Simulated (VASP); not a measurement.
Computed with PBE GGA, VASP's PBE PAW potentials (set 64) (plane waves; VASP 6.6.1).

The input files of a VASP run:

### POSCAR
```
YbSe
1
    4.7230640000     0.0000000000     0.0000000000
    0.0000000000     4.7230640000     0.0000000000
    0.0000000000     0.0000000000     5.9514540000
Yb Se
2 2
Direct
  0.5000000000   0.0000000000   0.2368000000
  0.0000000000   0.5000000000   0.7632000000
  0.0000000000   0.0000000000   0.0000000000
  0.5000000000   0.5000000000   0.0000000000
```

### INCAR
```
KGAMMA = T
LASPH = T   ! aspherical one-centre terms
LMAXMIX = 6
LWAVE = F
ENCUT = 400   ! plane-wave cut-off (eV)
SYSTEM = YbSe
LCHARG = F
EDIFF = 1E-6   ! SCF stop (eV)
NELM = 100   ! most electronic steps
LREAL = F   ! projection in real space or not
SIGMA = 0.05   ! width (eV)
PREC = Accurate
ISIF = 2
GGA = PE   ! PBE
KSPACING = 0.5
ALGO = Normal
ISMEAR = 0
```

POTCAR, in this order: Yb_2 Se (PBE.64 set). Program: vasp_std.

Output of the run:

File OSZICAR:
```
       N       E                     dE             d eps       ncg     rms          rms(c)
DAV:   1     0.130623073537E+03    0.13062E+03   -0.10755E+04   216   0.112E+03
DAV:   2    -0.803294922650E+01   -0.13866E+03   -0.13417E+03   312   0.268E+02
DAV:   3    -0.166733554395E+02   -0.86404E+01   -0.73861E+01   254   0.487E+01
DAV:   4    -0.169040107973E+02   -0.23066E+00   -0.23017E+00   270   0.745E+00
DAV:   5    -0.169071801413E+02   -0.31693E-02   -0.31692E-02   266   0.930E-01    0.197E+01
DAV:   6    -0.147322916064E+02    0.21749E+01   -0.41543E+00   224   0.897E+00    0.120E+01
DAV:   7    -0.143676856393E+02    0.36461E+00   -0.31712E+00   258   0.730E+00    0.356E+00
DAV:   8    -0.143354801009E+02    0.32206E-01   -0.10317E+00   232   0.452E+00    0.148E+00
DAV:   9    -0.142827328168E+02    0.52747E-01   -0.92468E-02   240   0.135E+00    0.106E+00
DAV:  10    -0.142667607371E+02    0.15972E-01   -0.52128E-02   246   0.916E-01    0.220E-01
DAV:  11    -0.142676317768E+02   -0.87104E-03   -0.55131E-03   236   0.384E-01    0.314E-01
DAV:  12    -0.142674151101E+02    0.21667E-03   -0.20958E-04   228   0.847E-02    0.192E-01
DAV:  13    -0.142674196892E+02   -0.45791E-05   -0.15098E-03   236   0.152E-01    0.133E-01
DAV:  14    -0.142672529384E+02    0.16675E-03   -0.56789E-04   240   0.969E-02    0.210E-02
DAV:  15    -0.142672671276E+02   -0.14189E-04   -0.59558E-05   238   0.300E-02    0.424E-02
DAV:  16    -0.142672556204E+02    0.11507E-04   -0.13286E-05   230   0.155E-02    0.156E-02
DAV:  17    -0.142672541627E+02    0.14577E-05   -0.35369E-06   184   0.836E-03    0.402E-03
DAV:  18    -0.142672541006E+02    0.62065E-07   -0.27579E-07   132   0.298E-03
   1 F= -.14267254E+02 E0= -.14260614E+02  d E =-.132807E-01
```

**OUTCAR**
```
------------------------ aborting loop because EDIFF is reached ----------------------------------------
  FORCE on cell =-STRESS in cart. coord.  units (eV):
  Direction    XX          YY          ZZ          XY          YZ          ZX
  --------------------------------------------------------------------------------------
  Total        7.6475776      7.6475776     -2.8466227      0.0000000     -0.0000000     -0.0000000
  in kB       92.2919313     92.2919313    -34.3534020      0.0000000     -0.0000000     -0.0000000
  external PRESSURE =      50.0768202 kB  Pullay stress =       0.0000000 kB
  volume of cell :      132.76
      direct lattice vectors                 reciprocal lattice vectors
     4.723064000  0.000000000  0.000000000     0.211726964  0.000000000  0.000000000
     0.000000000  4.723064000  0.000000000     0.000000000  0.211726964  0.000000000
     0.000000000  0.000000000  5.951454000     0.000000000  0.000000000  0.168026166
 POSITION                                       TOTAL-FORCE (eV/Angst)
 -----------------------------------------------------------------------------------
      2.36153      0.00000      1.40930        -0.000000      0.000000     -0.464887
      0.00000      2.36153      4.54215         0.000000     -0.000000      0.464887
      0.00000      0.00000      0.00000         0.000000     -0.000000     -0.000000
      2.36153      2.36153      0.00000        -0.000000      0.000000     -0.000000
 -----------------------------------------------------------------------------------
    total drift:                                0.000000     -0.000000     -0.000000
  FREE ENERGIE OF THE ION-ELECTRON SYSTEM (eV)
  ---------------------------------------------------
  free  energy   TOTEN  =       -14.2672541006 eV

  energy  without entropy=      -14.2539733850  energy(sigma->0) =      -14.26061374
```
(Selected blocks of OUTCAR.)

The 4f electrons are frozen in the core of the lanthanide potential, so 4f levels, which can set the real gap, and their magnetism are missing.

The structure was generated: YbSe was put into the litharge type (P4/nmm), which need not be its known phase. The cell was not relaxed at this level. The run is one of a series of settings (KGAMMA = .TRUE., KSPACING = 0.5, KPOINTS file removed against the base run), some of them coarse on purpose.
